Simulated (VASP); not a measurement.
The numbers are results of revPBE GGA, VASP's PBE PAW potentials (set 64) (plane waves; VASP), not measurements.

A VASP calculation is set up with these files.

File KPOINTS:
```
K-points
0
Gamma
 7 5 1
0 0 0
```

### POSCAR
```
Al2Au
1
    4.2426410000     0.0000000000     0.0000000000
   -4.2426410000     4.2426410000     0.0000000000
    0.0000000000     0.0000000000    26.5000000000
Al Au
8 4
Direct
  0.5270090000   0.0068850000   0.4150830000
  0.4871950000   0.4975190000   0.4138090000
  0.5073020000   0.5139890000   0.3033550000
  0.5145570000  -0.0039000000   0.3043070000
  0.5055410000  -0.0235960000   0.6443860000
  0.5268050000   0.5046940000   0.6408160000
  0.4633850000   0.4900660000   0.5261420000
  0.5058580000   0.0277200000   0.5295660000
  0.0038940000   0.0016540000   0.4695310000
  0.9483940000   0.4675460000   0.3621260000
  0.0248490000   0.0212610000   0.6960970000
  0.9852120000   0.4961630000   0.5815750000
```

INCAR:
```
SYSTEM = Al2Au
PREC = Accurate
ENCUT = 300
EDIFF = 1E-6
NELM = 100
ALGO = Normal
LREAL = .FALSE.
LASPH = .TRUE.
ISMEAR = 0
SIGMA = 0.1
GGA = RE
LMAXMIX = 6
LWAVE = .FALSE.
LCHARG = .FALSE.
ISIF = 2
```

POTCAR, in this order: Al Au (PBE.64 set). Program: vasp_std.

Output of the run:

**OUTCAR**
```
 ion  position               nearest neighbor table
   1  0.527  0.007  0.415-  10 2.41   9 2.50   9 2.63  10 2.69   2 2.88   4 2.94   2 2.94   8 3.04
                             2 3.07   2 3.12
   2  0.487  0.498  0.414-  10 2.50  10 2.56   9 2.57   9 2.60   1 2.88   3 2.93   1 2.94   7 2.98
                             1 3.07   1 3.12
   3  0.507  0.514  0.303-  10 2.60  10 2.68   4 2.87   2 2.93   4 2.98   4 3.02   4 3.13
   4  0.515  0.996  0.304-  10 2.52  10 2.72   3 2.87   1 2.94   3 2.98   3 3.02   3 3.13
   5  0.506  0.976  0.644-  11 2.44  11 2.62  12 2.64  12 2.77   6 2.90   6 2.94   8 3.06   6 3.07
                             6 3.11
   6  0.527  0.505  0.641-  11 2.52  12 2.53  11 2.64  12 2.75   5 2.90   5 2.94   7 3.05   5 3.07
                             5 3.11
   7  0.463  0.490  0.526-  12 2.53   9 2.56  12 2.64   9 2.64   8 2.88   8 2.91   2 2.98   6 3.05
                             8 3.10   8 3.13
   8  0.506  0.028  0.530-  12 2.42   9 2.57  12 2.64   9 2.74   7 2.88   7 2.91   1 3.04   5 3.06
                             7 3.10   7 3.13
   9  0.004  0.002  0.470-   1 2.50   7 2.56   2 2.57   8 2.57   2 2.60   1 2.63   7 2.64   8 2.74
  LATTYP: Found a simple tetragonal cell.
 ALAT       =     4.2426410000
 C/A-ratio  =     6.2461094399
 Subroutine PRICEL returns:
 Original cell was already a primitive cell.
 Subroutine GETGRP returns: Found  1 space group operations
The static configuration has the point symmetry C_1 .
The dynamic configuration has the point symmetry C_1 .
 Subroutine INISYM returns: Found  1 space group operations
...
```

OSZICAR:
```
       N       E                     dE             d eps       ncg     rms          rms(c)
DAV:   1     0.322931351505E+03    0.32293E+03   -0.19431E+04  1476   0.854E+02
DAV:   2    -0.186253195025E+02   -0.34156E+03   -0.32717E+03  1940   0.198E+02
DAV:   3    -0.447672515613E+02   -0.26142E+02   -0.25648E+02  1790   0.555E+01
DAV:   4    -0.455452740241E+02   -0.77802E+00   -0.77550E+00  2032   0.101E+01
DAV:   5    -0.455685918803E+02   -0.23318E-01   -0.23304E-01  2008   0.168E+00    0.174E+01
DAV:   6    -0.418511614236E+02    0.37174E+01   -0.37337E+01  1763   0.341E+01    0.912E+00
DAV:   7    -0.449034579020E+02   -0.30523E+01   -0.39053E+01  2010   0.361E+01    0.869E+00
DAV:   8    -0.410807437858E+02    0.38227E+01   -0.30239E+01  1992   0.219E+01    0.419E+00
DAV:   9    -0.409079971783E+02    0.17275E+00   -0.18985E+00  1734   0.713E+00    0.116E+00
DAV:  10    -0.408870665546E+02    0.20931E-01   -0.26430E-01  1733   0.286E+00    0.786E-01
DAV:  11    -0.408829824384E+02    0.40841E-02   -0.48385E-02  1856   0.111E+00    0.587E-01
DAV:  12    -0.408821360731E+02    0.84637E-03   -0.75927E-03  1960   0.339E-01    0.302E-01
DAV:  13    -0.408810998010E+02    0.10363E-02   -0.34359E-03  1784   0.359E-01    0.858E-02
DAV:  14    -0.408810181936E+02    0.81607E-04   -0.43450E-04  1784   0.154E-01    0.453E-02
DAV:  15    -0.408807472113E+02    0.27098E-03   -0.22550E-04  1846   0.545E-02    0.195E-02
DAV:  16    -0.408806782140E+02    0.68997E-04   -0.54114E-05  1752   0.587E-02    0.155E-02
DAV:  17    -0.408805696068E+02    0.10861E-03   -0.77585E-05  1693   0.401E-02    0.177E-02
DAV:  18    -0.408805508819E+02    0.18725E-04   -0.20682E-05  1598   0.279E-02    0.935E-03
DAV:  19    -0.408805497253E+02    0.11566E-05   -0.15432E-05  1595   0.315E-02    0.422E-03
DAV:  20    -0.408805602048E+02   -0.10479E-04   -0.34851E-06  1206   0.852E-03    0.196E-03
DAV:  21    -0.408805813850E+02   -0.21180E-04   -0.31091E-06  1149   0.663E-03    0.201E-03
DAV:  22    -0.408806005533E+02   -0.19168E-04   -0.31340E-06  1155   0.507E-03    0.100E-03
DAV:  23    -0.408806174196E+02   -0.16866E-04   -0.55030E-07  1024   0.246E-03    0.112E-03
DAV:  24    -0.408806333816E+02   -0.15962E-04   -0.86628E-07  1063   0.290E-03    0.260E-04
DAV:  25    -0.408806384343E+02   -0.50527E-05   -0.25954E-07  1060   0.106E-03    0.257E-04
DAV:  26    -0.408806399673E+02   -0.15330E-05   -0.75159E-08   977   0.715E-04    0.147E-04
DAV:  27    -0.408806404916E+02   -0.52435E-06   -0.28250E-08   913   0.510E-04
   1 F= -.40880640E+02 E0= -.40869106E+02  d E =-.230685E-01
```

**OUTCAR**
```
------------------------ aborting loop because EDIFF is reached ----------------------------------------
  FORCE on cell =-STRESS in cart. coord.  units (eV):
  Direction    XX          YY          ZZ          XY          YZ          ZX
  --------------------------------------------------------------------------------------
  Total        6.1313243      5.6548776      6.1186427     -0.0235067      0.5181554      0.2900878
  in kB       20.5942713     18.9939525     20.5516755     -0.0789557      1.7404124      0.9743648
  external PRESSURE =      20.0466331 kB  Pullay stress =       0.0000000 kB
  volume of cell :      477.00
      direct lattice vectors                 reciprocal lattice vectors
     4.242641000  0.000000000  0.000000000     0.235702243  0.235702243  0.000000000
    -4.242641000  4.242641000  0.000000000     0.000000000  0.235702243  0.000000000
     0.000000000  0.000000000 26.500000000     0.000000000  0.000000000  0.037735849
 POSITION                                       TOTAL-FORCE (eV/Angst)
 -----------------------------------------------------------------------------------
      2.20670      0.02921     10.99970        -0.644336     -1.048476      0.416688
     -0.04380      2.11079     10.96594         0.022443      0.194254      0.231906
     -0.02837      2.18067      8.03891        -0.066339      0.012996     -0.273270
     -2.04301      4.22609      8.06414        -0.045945     -0.427177     -0.425685
     -1.99770      4.14253     17.07623        -0.734869      0.364656     -0.125627
      0.09381      2.14124     16.98162        -0.437225      0.084371      0.214421
     -0.11320      2.07917     13.94276         0.436510      0.479758     -0.013625
      2.02857      0.11761     14.03350         0.288833     -1.173282     -0.614247
      0.00950      0.00702     12.44257         0.048793     -0.348755      0.592626
      2.04007      1.98363      9.59634         0.322823      1.422725     -0.915195
      0.01522      0.09020     18.44657         0.557628     -0.229900     -0.092103
      2.07486      2.10504     15.41174         0.251684      0.668831      1.004112
 -----------------------------------------------------------------------------------
    total drift:                                0.000218     -0.000338     -0.001623
  FREE ENERGIE OF THE ION-ELECTRON SYSTEM (eV)
  ---------------------------------------------------
  free  energy   TOTEN  =       -40.8806404916 eV

  energy  without entropy=      -40.8575719936  energy(sigma->0) =      -40.86910624
```
(Selected blocks of OUTCAR.)

At this cut-off the stress carries a Pulay error, which pulls relaxed volumes low. The cell holds a wide vacuum, so values per volume refer to the whole cell.

The cell is a sheet with vacuum, built from a generated structure.
